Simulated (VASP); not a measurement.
VASP input:

**POSCAR**
```
PbO
1
    3.9897209458     0.0000000000     0.0000000000
    0.0000000000     3.9897209458     0.0000000000
    0.0000000000     0.0000000000     5.0319030177
Pb O
2 2
Direct
  0.5000000000   0.0000000000   0.7642971501
  0.0000000000   0.5000000000   0.2357028499
  0.5000000000   0.5000000000   0.0000000000
  0.0000000000   0.0000000000   0.0000000000
```

KPOINTS:
```
Automatic mesh
0
Gamma
6 6 5
0 0 0
```

INCAR:
```
SYSTEM = PbO
PREC = Accurate
ENCUT = 620
EDIFF = 1E-6
NELM = 100
ALGO = Normal
LREAL = .FALSE.
LASPH = .TRUE.
ISMEAR = 0
SIGMA = 0.05
GGA = PS
LMAXMIX = 4
LWAVE = .FALSE.
LCHARG = .FALSE.
IBRION = 2
ISIF = 3
NSW = 40
EDIFFG = -0.02
```

POTCAR, in this order: Pb_d O (PBE.64 set). Program: vasp_std.

Q: Translate this PBEsol calculation to Ansatz.

A: One equivalent input (not run):
Ansatz 0.2 input:
```yaml
crystal:
  lattice:
    - [3.9897209, 0.0000000, 0.0000000]
    - [0.0000000, 3.9897209, 0.0000000]
    - [0.0000000, 0.0000000, 5.0319030]
  atoms:
    - { symbol: Pb, position: [0.5000000, 0.0000000, 0.7642972] }
    - { symbol: Pb, position: [0.0000000, 0.5000000, 0.2357028] }
    - { symbol: O, position: [0.5000000, 0.5000000, 0.0000000] }
    - { symbol: O, position: [0.0000000, 0.0000000, 0.0000000] }
kpoints:
  mp_grid: { grid: [6, 6, 5] }
hamiltonian:
  xc: pbesol
  pseudopotentials: { kind: paw }
scf:
  occupations: { method: gaussian, width: 0.05 }
  max_iter: 100
relax:
  max_steps: 40
  f_tol: 0.02
  cell: {}
output: { forces: true, stress: true, eigenvalues: true }
```
What does not carry over: each code has its own PAW files, so the cut-off isn't converted (ENCUT is set for VASP's; basis.ecutwfc is left out, and Ansatz then takes the one that its files recommend); Ansatz stops its SCF on the density residual and VASP on the energy change (EDIFF).

The compound is PbO in the litharge structure. It was relaxed first.
